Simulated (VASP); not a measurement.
# Converging a slab model of K(111), part 3 of 5

Wanted: the error that each setting leaves in the work function or ionisation potential of K(111).

VASP 6.6.1, plane waves and PAW; the level of theory is named at each step.

So far. Step 5 (Another mesh, mesh points along a 9, k-mesh 9×9×1): Against the base run its depth below the vacuum changes by +0.06 eV and the energy by -1.4 meV an atom.

### Step 8. Another vacuum, vacuum width 8

Level of this step: PBEsol; plane waves and PAW (K_pv) (VASP).

INCAR

```
SYSTEM = K
PREC = Normal
ENCUT = 350
EDIFF = 1E-06
NELM = 120
ISMEAR = 1
SIGMA = 0.1
LREAL = .FALSE.
ALGO = Normal
GGA = PS
NBANDS = 49
LORBIT = 11
LWAVE = .FALSE.
LCHARG = .FALSE.
KPAR = 4
IDIPOL = 3
LDIPOL = .TRUE.
DIPOL = 0.5 0.5 0.5
LVHAR = .TRUE.
LVACPOTAV = .TRUE.
```

POSCAR

```
K
1.0
    7.3963369312      0.0000000000      0.0000000000
    3.6981684656      6.4054156774      0.0000000000
    0.0000000000      0.0000000000     23.0977095393
K
11
Direct
    0.6666666667      0.6666666667      0.1731773444
    0.0000000000      0.0000000000      0.2385418755
    0.3333333333      0.3333333333      0.3039064066
    0.6666666667      0.6666666667      0.3692709378
    0.0000000000      0.0000000000      0.4346354689
    0.3333333333      0.3333333333      0.5000000000
    0.6666666667      0.6666666667      0.5653645311
    0.0000000000      0.0000000000      0.6307290622
    0.3333333333      0.3333333333      0.6960935934
    0.6666666667      0.6666666667      0.7614581245
    0.0000000000      0.0000000000      0.8268226556
```

KPOINTS

```
Automatic mesh
0
Gamma
6 6 1
0 0 0
```

PAW data sets: K_pv (PBE family, release 64).

Command:

```sh
$ mpirun -np 4 vasp_std
```

Log:

```text
[... set-up lines as in an earlier step ...]
 entering main loop
       N       E                     dE             d eps       ncg     rms          rms(c)
DAV:   1     0.192918616348E+03    0.19292E+03   -0.26634E+04   974   0.849E+02
DAV:   2    -0.425828919998E+01   -0.19718E+03   -0.19011E+03   757   0.186E+02
DAV:   3    -0.115963528887E+02   -0.73381E+01   -0.69931E+01   812   0.266E+01
DAV:   4    -0.118769717527E+02   -0.28062E+00   -0.27865E+00   836   0.445E+00
[...]
DAV:  17    -0.113259919604E+02   -0.67492E-05   -0.95616E-06   580   0.627E-03    0.105E-03
DAV:  18    -0.113259940785E+02   -0.21181E-05   -0.33942E-06   498   0.305E-03    0.667E-04
DAV:  19    -0.113259946358E+02   -0.55732E-06   -0.89837E-07   514   0.181E-03
 [... a notice as in an earlier step ...]

 [... a notice as in an earlier step ...]

   1 F= -.11325995E+02 E0= -.11328063E+02  d E =0.620426E-02
 [... a notice as in an earlier step ...]

 [... a notice as in an earlier step ...]
```

Elapsed: 38 s, on 4 MPI ranks of Intel Xeon 6975P-C (Granite Rapids), shared host; peak memory 1.7 GiB; 2.4 min of CPU time.

OUTCAR, selected parts (step 8):

```text
  Total       -0.4990841     -0.4990841     -0.6916970      0.0000000     -0.0000000     -0.0000000
  in kB       -0.7307207     -0.7307207     -1.0127297      0.0000000     -0.0000000     -0.0000000
  external PRESSURE =      -0.8247237 kB  Pullay stress =       0.0000000 kB

 POSITION                                       TOTAL-FORCE (eV/Angst)
 -----------------------------------------------------------------------------------
      7.39634      4.27028      4.00000        -0.000000      0.000000      0.052890
      0.00000      0.00000      5.50977        -0.000000     -0.000000      0.038254
      3.69817      2.13514      7.01954         0.000000      0.000000     -0.047525
      7.39634      4.27028      8.52931        -0.000000     -0.000000     -0.011281
      0.00000      0.00000     10.03908        -0.000000      0.000000     -0.005932
      3.69817      2.13514     11.54885        -0.000000     -0.000000      0.000000
      7.39634      4.27028     13.05863         0.000000     -0.000000      0.005932
      0.00000      0.00000     14.56840         0.000000      0.000000      0.011281
      3.69817      2.13514     16.07817        -0.000000     -0.000000      0.047525
      7.39634      4.27028     17.58794         0.000000      0.000000     -0.038254
      0.00000      0.00000     19.09771         0.000000     -0.000000     -0.052890
 -----------------------------------------------------------------------------------
    total drift:                               -0.000000     -0.000000     -0.000000

  FREE ENERGIE OF THE ION-ELECTRON SYSTEM (eV)
  ---------------------------------------------------
  free  energy   TOTEN  =       -11.3259946358 eV

  energy  without entropy=      -11.3321988917  energy(sigma->0) =      -11.32806272

[... 1 part as in an earlier step ...]

[... 2 further parts left out ...]
[key lines of the parts left out:]
E-fermi :  -1.3714
```

The program found no flat vacuum in this gap and printed no vacuum level, so no level below the vacuum can be given.

### Step 9. Another vacuum, vacuum width 24

INCAR is that of step 8.

POSCAR

```
K
1.0
    7.3963369312      0.0000000000      0.0000000000
    3.6981684656      6.4054156774      0.0000000000
    0.0000000000      0.0000000000     39.0977095393
K
11
Direct
    0.6666666667      0.6666666667      0.3069233503
    0.0000000000      0.0000000000      0.3455386802
    0.3333333333      0.3333333333      0.3841540102
    0.6666666667      0.6666666667      0.4227693401
    0.0000000000      0.0000000000      0.4613846701
    0.3333333333      0.3333333333      0.5000000000
    0.6666666667      0.6666666667      0.5386153299
    0.0000000000      0.0000000000      0.5772306599
    0.3333333333      0.3333333333      0.6158459898
    0.6666666667      0.6666666667      0.6544613198
    0.0000000000      0.0000000000      0.6930766497
```

KPOINTS is that of step 8.

Command:

```sh
$ mpirun -np 4 vasp_std
```

Log:

```text
[... set-up lines as in an earlier step ...]
 entering main loop
       N       E                     dE             d eps       ncg     rms          rms(c)
DAV:   1     0.137067239372E+03    0.13707E+03   -0.26223E+04  1014   0.779E+02
DAV:   2    -0.634602604839E+01   -0.14341E+03   -0.13798E+03   757   0.150E+02
DAV:   3    -0.116350776816E+02   -0.52891E+01   -0.50409E+01   827   0.253E+01
DAV:   4    -0.118869692976E+02   -0.25189E+00   -0.25056E+00   844   0.458E+00
[...]
DAV:  21    -0.113368252864E+02   -0.55320E-05   -0.27334E-07   505   0.493E-04    0.189E-04
DAV:  22    -0.113368271183E+02   -0.18319E-05   -0.83681E-08   481   0.503E-04    0.694E-05
DAV:  23    -0.113368274448E+02   -0.32654E-06   -0.98914E-09   447   0.192E-04
   1 F= -.11336827E+02 E0= -.11338777E+02  d E =0.584949E-02
```

The job ended after 90 s (4 MPI ranks; peak memory 2.6 GiB).

From OUTCAR (step 9):

```text
  Total       -0.4694370     -0.4694370     -0.7720273      0.0000000      0.0000000     -0.0000000
  in kB       -0.4060435     -0.4060435     -0.6677716      0.0000000      0.0000000     -0.0000000
  external PRESSURE =      -0.4932862 kB  Pullay stress =       0.0000000 kB

 POSITION                                       TOTAL-FORCE (eV/Angst)
 -----------------------------------------------------------------------------------
      7.39634      4.27028     12.00000        -0.000000      0.000000      0.052745
      0.00000      0.00000     13.50977         0.000000      0.000000      0.037777
      3.69817      2.13514     15.01954        -0.000000      0.000000     -0.048191
      7.39634      4.27028     16.52931         0.000000     -0.000000     -0.011711
      0.00000      0.00000     18.03908        -0.000000     -0.000000     -0.006205
      3.69817      2.13514     19.54885         0.000000     -0.000000     -0.000000
      7.39634      4.27028     21.05863         0.000000      0.000000      0.006205
      0.00000      0.00000     22.56840         0.000000     -0.000000      0.011711
      3.69817      2.13514     24.07817         0.000000     -0.000000      0.048191
      7.39634      4.27028     25.58794        -0.000000     -0.000000     -0.037777
      0.00000      0.00000     27.09771         0.000000      0.000000     -0.052745
 -----------------------------------------------------------------------------------
    total drift:                               -0.000000     -0.000000     -0.000000

  FREE ENERGIE OF THE ION-ELECTRON SYSTEM (eV)
  ---------------------------------------------------
  free  energy   TOTEN  =       -11.3368274448 eV

  energy  without entropy=      -11.3426769387  energy(sigma->0) =      -11.33877728

[... 1 part as in an earlier step ...]

[... 2 further parts left out ...]
[key lines of the parts left out:]
E-fermi :  -1.6742
```

Against the base run its depth below the vacuum changes by +0.00 eV and the energy by -0.0 meV an atom.

### Step 10. The series together

Times are for 4 MPI ranks of Intel Xeon 6975P-C (Granite Rapids), shared host. The runs compared:

```csv
no.,vacuum width,electronic cycles,free energy (TOTEN) (eV),eigenvalues first band,time,memory (GiB)
1,5,15,-11.43,27,26 s,1.6
2,8,19,-11.33,27,38 s,1.7
3,24,23,-11.34,26,90 s,2.6
```

### Step 11. A lower cutoff, ENCUT 210

A lower cutoff is cheaper, and the test is whether a potential difference survives it better than the total energy.

INCAR, as its differences from that of step 9:

```diff
@@ -2,3 +2,3 @@
 PREC = Normal
-ENCUT = 350
+ENCUT = 210
 EDIFF = 1E-06
```

POSCAR

```
K
1.0
    7.3963369312      0.0000000000      0.0000000000
    3.6981684656      6.4054156774      0.0000000000
    0.0000000000      0.0000000000     33.0977095393
K
11
Direct
    0.6666666667      0.6666666667      0.2719221398
    0.0000000000      0.0000000000      0.3175377118
    0.3333333333      0.3333333333      0.3631532839
    0.6666666667      0.6666666667      0.4087688559
    0.0000000000      0.0000000000      0.4543844280
    0.3333333333      0.3333333333      0.5000000000
    0.6666666667      0.6666666667      0.5456155720
    0.0000000000      0.0000000000      0.5912311441
    0.3333333333      0.3333333333      0.6368467161
    0.6666666667      0.6666666667      0.6824622882
    0.0000000000      0.0000000000      0.7280778602
```

KPOINTS is that of step 9.

Command:

```sh
$ mpirun -np 4 vasp_std
```

Log:

```text
[... set-up lines as in an earlier step ...]
 entering main loop
       N       E                     dE             d eps       ncg     rms          rms(c)
DAV:   1     0.109360218580E+03    0.10936E+03   -0.22594E+04  1022   0.550E+02
DAV:   2    -0.758261714210E+01   -0.11694E+03   -0.11141E+03   773   0.125E+02
DAV:   3    -0.117089586258E+02   -0.41263E+01   -0.39991E+01   811   0.220E+01
DAV:   4    -0.118858533872E+02   -0.17689E+00   -0.17638E+00   860   0.390E+00
[...]
DAV:  21    -0.113284397399E+02   -0.62593E-05   -0.23285E-07   488   0.836E-04    0.216E-04
DAV:  22    -0.113284425615E+02   -0.28216E-05   -0.72047E-08   481   0.658E-04    0.936E-05
DAV:  23    -0.113284430556E+02   -0.49409E-06   -0.11592E-08   479   0.288E-04
 [... a notice as in an earlier step ...]

   1 F= -.11328443E+02 E0= -.11330392E+02  d E =0.584680E-02
```

Wall time 25 s (4 MPI ranks); peak memory 1.4 GiB; 97 s of CPU time.

From OUTCAR (step 11):

```text
  Total       -0.5517155     -0.5517155     -0.8598863      0.0000000      0.0000000      0.0000000
  in kB       -0.5637205     -0.5637205     -0.8785969      0.0000000      0.0000000      0.0000000
  external PRESSURE =      -0.6686793 kB  Pullay stress =       0.0000000 kB

 POSITION                                       TOTAL-FORCE (eV/Angst)
 -----------------------------------------------------------------------------------
      7.39634      4.27028      9.00000        -0.000000     -0.000000      0.053600
      0.00000      0.00000     10.50977         0.000000      0.000000      0.039319
      3.69817      2.13514     12.01954         0.000000      0.000000     -0.045956
      7.39634      4.27028     13.52931         0.000000      0.000000     -0.010453
      0.00000      0.00000     15.03908         0.000000      0.000000     -0.005633
      3.69817      2.13514     16.54885         0.000000      0.000000      0.000000
      7.39634      4.27028     18.05863        -0.000000      0.000000      0.005633
      0.00000      0.00000     19.56840        -0.000000     -0.000000      0.010453
      3.69817      2.13514     21.07817        -0.000000     -0.000000      0.045956
      7.39634      4.27028     22.58794        -0.000000     -0.000000     -0.039319
      0.00000      0.00000     24.09771         0.000000      0.000000     -0.053600
 -----------------------------------------------------------------------------------
    total drift:                                0.000000      0.000000     -0.000337

  FREE ENERGIE OF THE ION-ELECTRON SYSTEM (eV)
  ---------------------------------------------------
  free  energy   TOTEN  =       -11.3284430556 eV

  energy  without entropy=      -11.3342898597  energy(sigma->0) =      -11.33039199

[... 1 part as in an earlier step ...]

[... 2 further parts left out ...]
[key lines of the parts left out:]
E-fermi :  -1.5946
```

Numbers from this step:

```yaml
free_energy_toten: -11.33 eV
energy_at_zero_smearing: -11.33 eV
fermi_energy: -1.595 eV
dipole_moment: 0, 0, -2.00e-5 e·Å
vacuum_levels: 0.517, 0.517 eV
```

Against the base run its depth below the vacuum changes by -0.00 eV and the energy by +0.8 meV an atom.

### Step 12. A lower cutoff, ENCUT 280

INCAR, as its differences from that of step 11:

```diff
@@ -2,3 +2,3 @@
 PREC = Normal
-ENCUT = 210
+ENCUT = 280
 EDIFF = 1E-06
```

POSCAR is that of step 11.

KPOINTS is that of step 11.

Command:

```sh
$ mpirun -np 4 vasp_std
```

Log:

```text
[... set-up lines as in an earlier step ...]
 entering main loop
       N       E                     dE             d eps       ncg     rms          rms(c)
DAV:   1     0.133717611317E+03    0.13372E+03   -0.24715E+04  1022   0.680E+02
DAV:   2    -0.648822078706E+01   -0.14021E+03   -0.13512E+03   772   0.145E+02
DAV:   3    -0.116609255564E+02   -0.51727E+01   -0.49072E+01   820   0.241E+01
DAV:   4    -0.118818182437E+02   -0.22089E+00   -0.21986E+00   844   0.427E+00
[...]
DAV:  21    -0.113312728038E+02   -0.66151E-05   -0.24264E-07   488   0.555E-04    0.217E-04
DAV:  22    -0.113312759805E+02   -0.31768E-05   -0.87167E-08   481   0.577E-04    0.959E-05
DAV:  23    -0.113312764436E+02   -0.46309E-06   -0.11202E-08   471   0.249E-04
 [... a notice as in an earlier step ...]

   1 F= -.11331276E+02 E0= -.11333227E+02  d E =0.585059E-02
```

Run time: 44 s. Hardware: 4 MPI ranks; peak memory 1.7 GiB; 2.8 min of CPU time.

OUTCAR, selected parts (step 12):

```text
  Total       -0.4888980     -0.4888980     -0.8087663      0.0000000      0.0000000      0.0000000
  in kB       -0.4995361     -0.4995361     -0.8263646      0.0000000      0.0000000      0.0000000
  external PRESSURE =      -0.6084789 kB  Pullay stress =       0.0000000 kB

 POSITION                                       TOTAL-FORCE (eV/Angst)
 -----------------------------------------------------------------------------------
      7.39634      4.27028      9.00000        -0.000000     -0.000000      0.052394
      0.00000      0.00000     10.50977         0.000000     -0.000000      0.039401
      3.69817      2.13514     12.01954         0.000000      0.000000     -0.045739
      7.39634      4.27028     13.52931        -0.000000     -0.000000     -0.011187
      0.00000      0.00000     15.03908        -0.000000     -0.000000     -0.006458
      3.69817      2.13514     16.54885        -0.000000     -0.000000     -0.000000
      7.39634      4.27028     18.05863         0.000000      0.000000      0.006458
      0.00000      0.00000     19.56840         0.000000      0.000000      0.011187
      3.69817      2.13514     21.07817        -0.000000     -0.000000      0.045739
      7.39634      4.27028     22.58794        -0.000000      0.000000     -0.039401
      0.00000      0.00000     24.09771         0.000000     -0.000000     -0.052394
 -----------------------------------------------------------------------------------
    total drift:                               -0.000000     -0.000000     -0.000000

  FREE ENERGIE OF THE ION-ELECTRON SYSTEM (eV)
  ---------------------------------------------------
  free  energy   TOTEN  =       -11.3312764436 eV

  energy  without entropy=      -11.3371270342  energy(sigma->0) =      -11.33322664

[... 1 part as in an earlier step ...]

[... 2 further parts left out ...]
[key lines of the parts left out:]
E-fermi :  -1.5948
```

This step gave:

```yaml
dipole_moment: 0, 0, 0 e·Å
```

Against the base run its depth below the vacuum changes by +0.00 eV and the energy by +0.5 meV an atom.

### Step 13. Another smearing width, SIGMA 0.02

The width trades sharpness at the Fermi level against the mesh needed.

INCAR, as its differences from that of step 12:

```diff
@@ -2,3 +2,3 @@
 PREC = Normal
-ENCUT = 280
+ENCUT = 350
 EDIFF = 1E-06
@@ -6,3 +6,3 @@
 ISMEAR = 1
-SIGMA = 0.1
+SIGMA = 0.02
 LREAL = .FALSE.
```

POSCAR is that of step 12.

KPOINTS is that of step 12.

Command:

```sh
$ mpirun -np 4 vasp_std
```

Log:

```text
[... set-up lines as in an earlier step ...]
 entering main loop
       N       E                     dE             d eps       ncg     rms          rms(c)
DAV:   1     0.152811041117E+03    0.15281E+03   -0.26275E+04  1022   0.798E+02
DAV:   2    -0.567066052979E+01   -0.15848E+03   -0.15315E+03   757   0.161E+02
DAV:   3    -0.116185746802E+02   -0.59479E+01   -0.56390E+01   804   0.258E+01
DAV:   4    -0.118855164730E+02   -0.26694E+00   -0.26579E+00   860   0.470E+00
[...]
DAV:  22    -0.113376091596E+02   -0.31132E-05   -0.10173E-07   477   0.484E-04    0.159E-04
DAV:  23    -0.113376102306E+02   -0.10710E-05   -0.24145E-08   471   0.326E-04    0.655E-05
DAV:  24    -0.113376106220E+02   -0.39140E-06   -0.10999E-08   468   0.222E-04
 [... a notice as in an earlier step ...]

   1 F= -.11337611E+02 E0= -.11337130E+02  d E =-.144322E-02
```

Wall time 79 s (4 MPI ranks); peak memory 2.3 GiB; 5.2 min of CPU time.

Parts of OUTCAR (step 13):

```text
  Total       -0.4946426     -0.4946426     -0.7027301     -0.0000000     -0.0000000      0.0000000
  in kB       -0.5054057     -0.5054057     -0.7180211     -0.0000000     -0.0000000      0.0000000
  external PRESSURE =      -0.5762775 kB  Pullay stress =       0.0000000 kB

 POSITION                                       TOTAL-FORCE (eV/Angst)
 -----------------------------------------------------------------------------------
      7.39634      4.27028      9.00000         0.000000     -0.000000      0.050036
      0.00000      0.00000     10.50977        -0.000000      0.000000      0.036948
      3.69817      2.13514     12.01954        -0.000000     -0.000000     -0.047131
      7.39634      4.27028     13.52931         0.000000      0.000000     -0.011972
      0.00000      0.00000     15.03908        -0.000000      0.000000     -0.006211
      3.69817      2.13514     16.54885        -0.000000      0.000000     -0.000000
      7.39634      4.27028     18.05863         0.000000     -0.000000      0.006211
      0.00000      0.00000     19.56840        -0.000000     -0.000000      0.011972
      3.69817      2.13514     21.07817         0.000000      0.000000      0.047131
      7.39634      4.27028     22.58794         0.000000     -0.000000     -0.036948
      0.00000      0.00000     24.09771        -0.000000      0.000000     -0.050036
 -----------------------------------------------------------------------------------
    total drift:                               -0.000000     -0.000000     -0.000000

  FREE ENERGIE OF THE ION-ELECTRON SYSTEM (eV)
  ---------------------------------------------------
  free  energy   TOTEN  =       -11.3376106220 eV

  energy  without entropy=      -11.3361674028  energy(sigma->0) =      -11.33712955

[... 2 parts as in an earlier step ...]

[... 1 further part left out ...]
[key lines of the parts left out:]
E-fermi :  -1.5726
```

Numbers from this step:

```yaml
electronic_cycles: 24
free_energy_toten: -11.34 eV
energy_at_zero_smearing: -11.34 eV
fermi_energy: -1.573 eV
vacuum_levels: 0.523, 0.523 eV
work_functions_of_the_upper_and_lower_face: 2.096, 2.096 eV
highest_filled_level_below_the_vacuum: 2.096 eV
```

Against the base run its depth below the vacuum changes by -0.02 eV and the energy by +0.1 meV an atom.

(Continued in part 4 of 5.)

[Lines on the potential files, build, host, timing and source positions are cut from VASP's logs without a mark.]

[Logs are printed without paths, hosts, clocks, repeated set-up lines and the standing remarks that a program may print on its own settings, such as how far it seeks lower states.]

[Hosts, paths, dates, database ids (printed as entryN), source tags and the programs' standing remarks are cut or masked in the printed files.]

[In band tables of VASP the shares of atoms and orbitals are scaled to a sum of 1 inside the atoms' spheres.]

[Runs that stopped without an error message from VASP are left out.]
